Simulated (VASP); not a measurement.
The input files of a VASP run:

### INCAR
```
! general
SYSTEM  = ZrC
PREC    = Accurate
ENCUT   = 520   ! plane-wave cut-off (eV)
LREAL   = .FALSE.   ! projection in real space or not
LASPH   = .TRUE.   ! aspherical one-centre terms

! electronic loop
EDIFF   = 1E-6
NELM    = 100   ! most electronic steps
ALGO    = Normal
LMAXMIX = 4

! smearing
ISMEAR  = 1
SIGMA   = 0.1

! functional
GGA     = PE   ! PBE

! ions
ISIF    = 2   ! forces and stress, cell fixed

! output
LWAVE   = .FALSE.
LCHARG  = .FALSE.
```

POSCAR:
```
ZrC
1
    0.0000000000     2.3970000000     2.3970000000
    2.3970000000     0.0000000000     2.3970000000
    2.3970000000     2.3970000000     0.0000000000
Zr C
1 1
Direct
  0.0000000000   0.0000000000   0.0000000000
  0.5000000000   0.5000000000   0.5000000000
```

File KPOINTS:
```
Automatic
0
Gamma
  6 6 6
0 0 0
```

POTCAR, in this order: Zr_sv C (PBE.64 set). Program: vasp_std.

Write an equivalent input for Ansatz.

One equivalent input (not run):
Ansatz 0.2 input:
```yaml
crystal:
  lattice:
    - [0.0000000, 2.3970000, 2.3970000]
    - [2.3970000, 0.0000000, 2.3970000]
    - [2.3970000, 2.3970000, 0.0000000]
  atoms:
    - { symbol: Zr, position: [0.0000000, 0.0000000, 0.0000000] }
    - { symbol: C, position: [0.5000000, 0.5000000, 0.5000000] }
kpoints:
  mp_grid: { grid: [6, 6, 6] }
hamiltonian:
  xc: pbe
  pseudopotentials: { kind: paw }
scf:
  occupations: { method: methfessel_paxton, width: 0.1 }
  max_iter: 100
output: { forces: true, stress: true, eigenvalues: true }
```
Limits of the translation: each code has its own PAW files, so the cut-off isn't converted (ENCUT is set for VASP's; basis.ecutwfc is left out, and Ansatz then takes the one that its files recommend); Ansatz stops its SCF on the density residual and VASP on the energy change (EDIFF).

The compound is ZrC in the rock salt structure. The cell was not relaxed at this level. The k-mesh is coarse (spacing up to 0.38 per Å, 2π included), so the numbers may not be converged in it. The run is one of a series of settings (KPOINTS 6×6×6 Γ-centred mesh against the base run), some of them coarse on purpose.
